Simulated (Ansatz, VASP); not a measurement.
**Be4CuSi in VASP and in Ansatz**

Contents of INCAR:

```
SYSTEM = Be4CuSi
PREC = Accurate
ENCUT = 520
EDIFF = 1E-7
ISMEAR = -1
SIGMA = 0.05
LREAL = .FALSE.
LASPH = .TRUE.
NELM = 60
ALGO = Normal
ISIF = 2
LWAVE = .FALSE.
LCHARG = .TRUE.
GGA = PE
LELF = .TRUE.
LVHAR = .TRUE.
NBANDS = 20
```

The input KPOINTS:

```
regular mesh
0
G
  8 8 8
  0 0 0
```

The input POSCAR:

```
Be4CuSi
1.0
    0.0000000000      3.0592720000      3.0592720000
    3.0592720000      0.0000000000      3.0592720000
    3.0592720000      3.0592720000      0.0000000000
Cu Si Be
1 1 4
Direct
    0.2500000000      0.2500000000      0.2500000000
    0.0000000000      0.0000000000      0.0000000000
    0.1249439900      0.6250186700      0.6250186700
    0.6250186700      0.6250186700      0.6250186700
    0.6250186700      0.6250186700      0.1249439900
    0.6250186700      0.1249439900      0.6250186700
```

input.yaml

```yaml
crystal:
  lattice:
    - [0.0, 3.059272, 3.059272]
    - [3.059272, 0.0, 3.059272]
    - [3.059272, 3.059272, 0.0]
  atoms:
    - { symbol: Cu, position: [0.25, 0.25, 0.25] }
    - { symbol: Si, position: [0.0, 0.0, 0.0] }
    - { symbol: Be, position: [0.12494399, 0.62501867, 0.62501867] }
    - { symbol: Be, position: [0.62501867, 0.62501867, 0.62501867] }
    - { symbol: Be, position: [0.62501867, 0.62501867, 0.12494399] }
    - { symbol: Be, position: [0.62501867, 0.12494399, 0.62501867] }
hamiltonian:
  xc: pbe
  pseudopotentials: { kind: paw }
kpoints:
  mp_grid: { grid: [8, 8, 8] }
scf:
  occupations: { method: fermi_dirac, width: 0.05 }
output:
  forces: true
  stress: true
  eigenvalues: true
  write_density: true
  write_potential: true
  elf: true
  volumetric_format: npy
```

The cell comes from a database or a generator and needn't be the stable form of this composition.

Alike in both runs: task single point; functional PBE; k mesh 8 × 8 × 8; occupations fermi-dirac, width 0.05 eV; no spin polarisation.

|  | VASP | Ansatz |
| --- | --- | --- |
| version | VASP 6.6.1 | Ansatz 0.2.0 |
| potentials or method | VASP PAW PBE potentials, release 64 (Cu, Si, Be) | Ansatz PAW |
| plane-wave cutoff (eV) | 520 | 420 |
| valence electrons in the cell | 23 | 31 |

Ansatz gave:

- gap on the k mesh at the Fermi level (eV): none
- pressure (GPa): -0.4
- rms of the force components (eV/Å): 0.004

Which values does VASP return?

gap on the k mesh at the Fermi level (eV): none; pressure (GPa): -0.3; rms of the force components (eV/Å): 0.003.

Atom by atom the forces differ by 0.001 eV/Å (rms over components). A gap of «none» marks a metal or a gap that the smearing closes. The functional is the same, so the differences come from potentials, cutoffs and numerics. The two sets of potentials don't hold the same shells in valence.
